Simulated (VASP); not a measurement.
Given:

```
Tm
1.0
    1.77000    -3.06573     0.00000
    1.77000     3.06573     0.00000
    0.00000     0.00000     5.55000
Tm
2
Direct
  0.33333   0.66667   0.25000
  0.66667   0.33333   0.75000
```

The numbers are results of AM05 GGA, VASP's PBE PAW potentials (set 64) (plane waves; VASP), not measurements. Settings: 520 eV cut-off, 11×11×6 Γ-centred mesh, first-order Methfessel-Paxton smearing of 0.10 eV, potentials Tm_3.

The 4f electrons are frozen in the core of the lanthanide potential, so 4f levels, which can set the real gap, and their magnetism are missing. Energy and stress use the plane-wave basis of the starting cell.

Question: The ions, cell shape and volume are relaxed. Predict the relaxed structure.

Answer: 
```
Tm
1.0
    1.75497    -3.03970     0.00000
    1.75497     3.03970     0.00000
    0.00000     0.00000     5.42416
Tm
2
Cartesian
  1.75497   1.01324   1.35604
  1.75497  -1.01324   4.06812
```
Space group P6_3/mmc (194), at a tolerance of 0.03 Å.

Question: How do energy and volume change from the first to the last step?

Answer: The energy (σ→0) changes by -7.4 meV/atom and the volume by -3.9 %, in 6 ionic steps.

The compound is Tm in the hcp structure. This run relaxes it. Symmetry was kept, so distortions that lower it aren't found.
